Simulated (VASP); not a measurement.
Energy against volume of Eu (bcc). All values below come from PBE GGA with D4 dispersion, VASP's PBE PAW potentials (set 64) (plane waves; VASP 6.6.1). Run with 520 eV cut-off, 12×12×12 Γ-centred mesh, first-order Methfessel-Paxton smearing of 0.10 eV, potentials Eu_2.

The 4f electrons are frozen in the core of the lanthanide potential, so 4f levels, which can set the real gap, and their magnetism are missing.

| V (Å³/atom) | E (eV/atom) |
|---|---|
| 40.394 | -2.04046 |
| 41.644 | -2.04293 |
| 42.893 | -2.04199 |
| 44.142 | -2.03812 |

Problem. Fit these four points and predict the energy of the run at 39.145 Å³/atom.

Solution. A cubic in V^(−2/3), the third-order Birch-Murnaghan form, passes through the four points with V0 = 41.90 Å³/atom and B0 = 14 GPa, and gives -2.0340 eV/atom there. The run gave -2.0341 eV/atom, -0.0 meV/atom from the fit; all five points give B0 = 14 GPa.

The compound is Eu in the bcc structure. It was relaxed first, which changed the volume by -13 %.
